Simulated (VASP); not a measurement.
An input for Quantum ESPRESSO's pw.x (written as the equivalent of a VASP run, and not itself run):

```
&CONTROL
  calculation = 'vc-relax'
  pseudo_dir = './pseudo'
  outdir = './out'
  tprnfor = .true.
  tstress = .true.
  nstep = 60
  forc_conv_thr = 0.00039
/
&SYSTEM
  ibrav = 0
  nat = 2
  ntyp = 2
  ecutwfc = 82
  occupations = 'smearing'
  smearing = 'methfessel-paxton'
  degauss = 0.00735
  input_dft = 'pz'
/
&ELECTRONS
  conv_thr = 7.3e-08
  electron_maxstep = 100
/
&IONS
/
&CELL
/
ATOMIC_SPECIES
  Sc 44.956 Sc.upf
  C 12.011 C.upf
CELL_PARAMETERS angstrom
     3.1980000    0.0000000    0.0000000
     0.0000000    3.1980000    0.0000000
     0.0000000    0.0000000    3.1980000
ATOMIC_POSITIONS crystal
  Sc   0.0000000  0.0000000  0.0000000
  C    0.5000000  0.5000000  0.5000000
K_POINTS automatic
  10 10 10 0 0 0
```

Problem. Write the VASP files for the same calculation (LDA).

Solution. This is not unique; one that fits is 
KPOINTS:
```
Automatic
0
G
 10 10 10
0 0 0
```

POSCAR:
```
ScC
1
    3.1980000000     0.0000000000     0.0000000000
    0.0000000000     3.1980000000     0.0000000000
    0.0000000000     0.0000000000     3.1980000000
Sc C
1 1
Direct
  0.0000000000   0.0000000000   0.0000000000
  0.5000000000   0.5000000000   0.5000000000
```

INCAR:
```
! general
SYSTEM   =  ScC
PREC     =  Accurate
ENCUT    =  520
LREAL    =  .False.
LASPH    =  .True.

! electronic loop
EDIFF    =  1E-6   ! SCF stop (eV)
NELM     =  100   ! most electronic steps
ALGO     =  Normal
LMAXMIX  =  4   ! l cut-off of mixed one-centre charges

! smearing
ISMEAR   =  1
SIGMA    =  0.1

! ions
IBRION   =  2
NSW      =  60   ! most ionic steps
ISIF     =  3
EDIFFG   =  -0.01

! output
LWAVE    =  .False.
LCHARG   =  .False.
```

POTCAR, in this order: Sc_sv C (LDA.64 set). Program: vasp_std.

What does not carry over: the potentials are each code's own (VASP's PAW set, PseudoDojo norm-conserving files in pw.x), so ENCUT and ecutwfc are chosen apart and not converted; conv_thr bounds pw.x's estimated SCF error, while EDIFF bounds the energy change between steps; forc_conv_thr acts on force components and is met together with etot_conv_thr.

The structure was generated: ScC was put into the CsCl type type (Pm-3m), which need not be its known phase. This run relaxes it. Symmetry was kept, so distortions that lower it aren't found.
